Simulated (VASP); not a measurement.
Sn3TeS2:

```xyz
6
Lattice="-2.8030 2.8030 5.1351 2.8030 -2.8030 5.1351 2.8030 2.8030 -5.1351" Properties=species:S:1:pos:R:3 pbc="T T T"
Sn    0.0000    0.0000    7.8163
Sn    0.0000    0.0000    2.4538
Sn    0.0000    0.0000    5.1351
Te    0.0000    0.0000    0.0000
S     0.0000    2.8030    2.5675
S     2.8030    0.0000    2.5675
```

The cell was built by a generator and needn't be a form met in nature.

| Property | Result |
| --- | --- |
| Program | VASP 6.6.1 |
| Task | relaxation of cell and atoms |
| Functional | PBE |
| Potentials or basis | VASP PAW PBE potentials, release 64 (Sn_d, Te, S) |
| Cutoff | 520 eV |
| k mesh | 4 × 4 × 4 |
| Occupations | gaussian, width 0.15 eV |
| Spin | no spin polarisation |

At the start: pressure 9.6 GPa; volume 26.90 Å³/atom.

Q: Where does the relaxation end?

A: Over 14 steps the energy falls by 468.6 meV/atom and the volume is 29.28 Å³/atom (+8.9 %); space group I4/mmm (No. 139, to 0.05 Å).

The path:
```tsv
step	energy change (eV)	largest force (eV/Å)	pressure (GPa)	volume (Å³)
1	0.0000	2.4433	9.63	161.39
2	-2.4545	0.3205	-3.33	196.86
3	-2.6961	0.2612	-1.97	184.04
4	-2.6999	0.3476	-2.57	186.00
5	-2.7007	0.2723	-2.22	185.18
6	-2.8068	0.1682	1.34	175.35
7	-2.8047	0.2398	-0.33	176.70
8	-2.8054	0.1764	-0.05	176.26
9	-2.8055	0.1940	-0.05	176.08
10	-2.8055	0.1734	0.09	175.71
11	-2.8056	0.2182	-0.01	175.90
12	-2.8092	0.0859	-0.03	175.78
13	-2.8101	0.1334	0.04	175.75
14	-2.8116	0.0789	0.04	175.68
```

Final structure:
```yaml
crystal:
  lattice:
    - [-2.68309, 2.68309, 6.10093]
    - [2.68309, -2.68309, 6.10093]
    - [2.68309, 2.68309, -6.10093]
  atoms:
    - { symbol: Sn, position: [0.75492, 0.75492, 0.00000] }
    - { symbol: Sn, position: [0.24508, 0.24508, 0.00000] }
    - { symbol: Sn, position: [0.50000, 0.50000, 0.00000] }
    - { symbol: Te, position: [0.00000, 0.00000, 0.00000] }
    - { symbol: S, position: [0.75000, 0.25000, 0.50000] }
    - { symbol: S, position: [0.25000, 0.75000, 0.50000] }
```

Caveat: the k mesh is coarse (spacing up to 0.40 Å⁻¹), so the values aren't converged; the relaxation stopped at a loose force limit of 0.08 eV/Å, so its end isn't a converged minimum.
